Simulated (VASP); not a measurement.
Here is the system:

```yaml
crystal:
  lattice:
    - [3.19720, 0.00000, 0.00000]
    - [-1.59860, 2.76886, 0.00000]
    - [0.00000, 0.00000, 5.20700]
  atoms:
    - { symbol: Ga, position: [0.66667, 0.33333, 0.59120] }
    - { symbol: Ga, position: [0.33333, 0.66667, 0.09120] }
    - { symbol: N, position: [0.66667, 0.33333, 0.96880] }
    - { symbol: N, position: [0.33333, 0.66667, 0.46880] }
```

These are PBE GGA, VASP's PBE PAW potentials (set 64) (plane waves; VASP) values and carry that method's errors. Numerical set-up: 400 eV cut-off, 6×6×4 Γ-centred mesh, Fermi-Dirac smearing of 0.050 eV, potentials Ga_d N.

Question: Give the energies of bands 13 to 21 at the high-symmetry points, in eV from the valence-band maximum.

Answer: 
```
band      Γ      M      K      A      L      H
----  -----  -----  -----  -----  -----  -----
13    -6.98  -6.42  -5.33  -3.82  -6.55  -6.12
14    -1.02  -5.27  -5.33  -3.82  -6.55  -6.12
15    -1.02  -4.15  -5.22  -0.52  -1.93  -4.15
16    -0.02  -2.72  -2.93  -0.52  -1.93  -4.15
17     0.00  -2.16  -2.93  -0.52  -1.86  -1.45
18     0.00  -1.00  -2.71  -0.52  -1.86  -1.45
19     1.84   5.03   5.20   4.19   4.38   6.35
20     4.18   5.50   7.72   4.19   4.38   6.35
21     9.16   6.04   7.72   8.42   7.70   7.32
```

The gap is direct, 1.84 eV, from the valence maximum at Γ to the conduction minimum at Γ.

The structure comes from a measured GaN entry (P6_3mc) of the Crystallography Open Database, whose conditions weren't checked. The cell was not relaxed at this level.
